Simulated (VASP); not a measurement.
Method: r2SCAN meta-GGA, VASP's PBE PAW potentials (set 64) (plane waves; VASP).

VASP ran on this input.

File KPOINTS:
```
Automatic mesh
0
Gamma
14 14 8
0 0 0
```

File POSCAR:
```
Re
1
    1.3784512860    -2.3875475491    -0.0000000000
    1.3784512860     2.3875475491     0.0000000000
   -0.0000000000     0.0000000000     4.4665168115
Re
2
Direct
  0.3333330000   0.6666670000   0.2500000000
  0.6666670000   0.3333330000   0.7500000000
```

**INCAR**
```
ALGO = Normal
EDIFF = 1E-8
EDIFFG = -0.001
ENCUT = 400
IBRION = 1
ISIF = 2
ISMEAR = 1
LASPH = .TRUE.
LCHARG = .FALSE.
LMAXMIX = 6
LMIXTAU = .TRUE.
LREAL = .FALSE.
LWAVE = .FALSE.
METAGGA = R2SCAN
NELM = 100
NSW = 30
PREC = Accurate
SIGMA = 0.1
SYSTEM = Re
```

POTCAR, in this order: Re (PBE.64 set). Program: vasp_std.

Output

**OUTCAR**
```
 ion  position               nearest neighbor table
   1  0.333  0.667  0.250-   2 2.74   2 2.74   2 2.74   2 2.74   2 2.74   2 2.74
   2  0.667  0.333  0.750-   1 2.74   1 2.74   1 2.74   1 2.74   1 2.74   1 2.74
  LATTYP: Found a hexagonal cell.
 ALAT       =     2.7569024733
 C/A-ratio  =     1.6201214424
 Subroutine PRICEL returns:
 Original cell was already a primitive cell.
 Subroutine GETGRP returns: Found 24 space group operations
The static configuration has the point symmetry D_3d.
 The point group associated with its full space group is D_6h.
The dynamic configuration has the point symmetry D_3d.
 Subroutine INISYM returns: Found 24 space group operations
 Subroutine IBZKPT returns following result:
 Found    120 irreducible k-points:

 Following reciprocal coordinates:
            Coordinates               Weight
  0.000000  0.000000  0.000000      1.000000
  0.071429  0.000000  0.000000      6.000000
  0.142857 -0.000000  0.000000      6.000000
  0.214286  0.000000  0.000000      6.000000
  0.285714  0.000000  0.000000      6.000000
  0.357143  0.000000  0.000000      6.000000
  0.428571  0.000000  0.000000      6.000000
  0.500000  0.000000  0.000000      3.000000
  0.071429  0.071429  0.000000      6.000000
  0.142857  0.071429  0.000000     12.000000
  0.214286  0.071429  0.000000     12.000000
  0.285714  0.071429  0.000000     12.000000
  0.357143  0.071429  0.000000     12.000000
  0.428571  0.071429  0.000000     12.000000
  0.142857  0.142857  0.000000      6.000000
  0.214286  0.142857  0.000000     12.000000
  0.285714  0.142857  0.000000     12.000000
  0.357143  0.142857  0.000000     12.000000
  0.428571  0.142857  0.000000      6.000000
  0.214286  0.214286  0.000000      6.000000
  0.285714  0.214286  0.000000     12.000000
  0.357143  0.214286  0.000000     12.000000
  0.285714  0.285714  0.000000      6.000000
  0.357143  0.285714  0.000000      6.000000
  0.000000  0.000000  0.125000      2.000000
  0.071429  0.000000  0.125000     12.000000
  0.142857 -0.000000  0.125000     12.000000
  0.214286  0.000000  0.125000     12.000000
  0.285714  0.000000  0.125000     12.000000
  0.357143  0.000000  0.125000     12.000000
  0.428571  0.000000  0.125000     12.000000
  0.500000  0.000000  0.125000      6.000000
  0.071429  0.071429  0.125000     12.000000
  0.142857  0.071429  0.125000     24.000000
  0.214286  0.071429  0.125000     24.000000
  0.285714  0.071429  0.125000     24.000000
  0.357143  0.071429  0.125000     24.000000
  0.428571  0.071429  0.125000     24.000000
  0.142857  0.142857  0.125000     12.000000
  0.214286  0.142857  0.125000     24.000000
   k-points           NKPTS =    120   k-points in BZ     NKDIM =    120   number of bands    NBANDS=     11
   number of dos      NEDOS =    301   number of ions     NIONS =      2
   total plane-waves  NPLWV =   9720
   dimension x,y,z NGX =    18 NGY =   18 NGZ =   30
   dimension x,y,z NGXF=    36 NGYF=   36 NGZF=   60
   ions per type =               2
   PREC   = accura    normal or accurate (medium, high low for compatibility)
   ISTART =      0    job   : 0-new  1-cont  2-samecut
   ICHARG =      2    charge: 1-file 2-atom 10-const
   ISPIN  =      1    spin polarized calculation?
   LNONCOLLINEAR =      F non collinear calculations
   LSORBIT =      F    spin-orbit coupling
   INIWAV =      1    electr: 0-lowe 1-rand  2-diag
   ENCUT  =  400.0 eV  29.40 Ry    5.42 a.u.   4.50  4.50  7.28*2*pi/ulx,y,z
   NELM   =    100;   NELMIN=  2; NELMDL= -5     # of ELM steps
   EDIFF  = 0.1E-07   stopping-criterion for ELM
   LREAL  =      F    real-space projection
...
```

OSZICAR:
```
       N       E                     dE             d eps       ncg     rms          rms(c)
DAV:   1    -0.598238075950E+02   -0.59824E+02   -0.64403E+03  5030   0.147E+03
DAV:   2    -0.101393862616E+03   -0.41570E+02   -0.35732E+02  4459   0.333E+02
DAV:   3    -0.105896073243E+03   -0.45022E+01   -0.36809E+01  4741   0.164E+02
DAV:   4    -0.106112092161E+03   -0.21602E+00   -0.19286E+00  4759   0.192E+01
DAV:   5    -0.106120668722E+03   -0.85766E-02   -0.81258E-02  4553   0.241E+00    0.358E+01
DAV:   6    -0.105219614808E+03    0.90105E+00   -0.33641E-01  4871   0.112E+01    0.194E+01
DAV:   7    -0.103890351633E+03    0.13293E+01   -0.30322E+00  4752   0.528E+01    0.938E+00
DAV:   8    -0.104908022483E+03   -0.10177E+01   -0.11566E+00  4853   0.278E+01    0.138E+00
DAV:   9    -0.104907582022E+03    0.44046E-03   -0.10893E-02  4535   0.205E+00    0.705E-01
DAV:  10    -0.104888663610E+03    0.18918E-01   -0.12909E-02  5082   0.237E+00    0.109E+00
DAV:  11    -0.104902502344E+03   -0.13839E-01   -0.24768E-03  4829   0.156E+00    0.410E-02
DAV:  12    -0.104902468640E+03    0.33705E-04   -0.75967E-05  4995   0.251E-01    0.872E-02
DAV:  13    -0.104902563216E+03   -0.94576E-04   -0.22062E-05  4266   0.458E-02    0.455E-02
DAV:  14    -0.104902491638E+03    0.71578E-04   -0.17669E-05  4851   0.992E-02    0.883E-03
DAV:  15    -0.104902527379E+03   -0.35741E-04   -0.24557E-06  4273   0.204E-02    0.697E-03
DAV:  16    -0.104902512612E+03    0.14767E-04   -0.16277E-06  4518   0.415E-02    0.486E-03
DAV:  17    -0.104902516044E+03   -0.34324E-05   -0.37540E-08  2837   0.997E-03    0.122E-03
DAV:  18    -0.104902512269E+03    0.37751E-05   -0.17751E-07  3990   0.797E-03    0.117E-03
DAV:  19    -0.104902512381E+03   -0.11148E-06   -0.27084E-09  2001   0.303E-03    0.476E-04
DAV:  20    -0.104902511711E+03    0.67002E-06   -0.14698E-09  1974   0.148E-03    0.439E-04
DAV:  21    -0.104902511889E+03   -0.17834E-06   -0.12076E-09  1938   0.159E-03    0.283E-04
DAV:  22    -0.104902512132E+03   -0.24328E-06   -0.12113E-09  1890   0.112E-03    0.351E-04
DAV:  23    -0.104902512014E+03    0.11831E-06   -0.97924E-10  1863   0.175E-03    0.156E-04
DAV:  24    -0.104902512067E+03   -0.52576E-07   -0.91993E-10  1845   0.814E-04    0.366E-04
DAV:  25    -0.104902512073E+03   -0.67562E-08   -0.69708E-10  1833   0.159E-03
   1 F= -.10490251E+03 E0= -.10490275E+03  d E =-.104903E+03
```

**OUTCAR**
```
------------------------ aborting loop because EDIFF is reached ----------------------------------------
  FORCE on cell =-STRESS in cart. coord.  units (eV):
  Direction    XX          YY          ZZ          XY          YZ          ZX
  --------------------------------------------------------------------------------------
  Total        0.0061276      0.0061276      0.0085811     -0.0000000      0.0000000      0.0000000
  in kB        0.3339348      0.3339348      0.4676391     -0.0000000      0.0000000      0.0000000
  external PRESSURE =       0.3785029 kB  Pullay stress =       0.0000000 kB
  volume of cell :       29.40
      direct lattice vectors                 reciprocal lattice vectors
     1.378451286 -2.387547549  0.000000000     0.362725912 -0.209419913  0.000000000
     1.378451286  2.387547549  0.000000000     0.362725912  0.209419913  0.000000000
     0.000000000  0.000000000  4.466516812     0.000000000  0.000000000  0.223888108
 POSITION                                       TOTAL-FORCE (eV/Angst)
 -----------------------------------------------------------------------------------
      1.37845      0.79585      1.11663         0.000000     -0.000000      0.000000
      1.37845     -0.79585      3.34989        -0.000000      0.000000      0.000000
 -----------------------------------------------------------------------------------
    total drift:                                0.000000      0.000010     -0.000017
  FREE ENERGIE OF THE ION-ELECTRON SYSTEM (eV)
  ---------------------------------------------------
  free  energy   TOTEN  =      -104.9025120734 eV

  energy  without entropy=     -104.9032338520  energy(sigma->0) =     -104.90275267

 reached required accuracy - stopping structural energy minimisation
```
(Selected blocks of OUTCAR.)

The compound is Re in the hcp structure. It was relaxed first. The start is the result of an earlier pass.
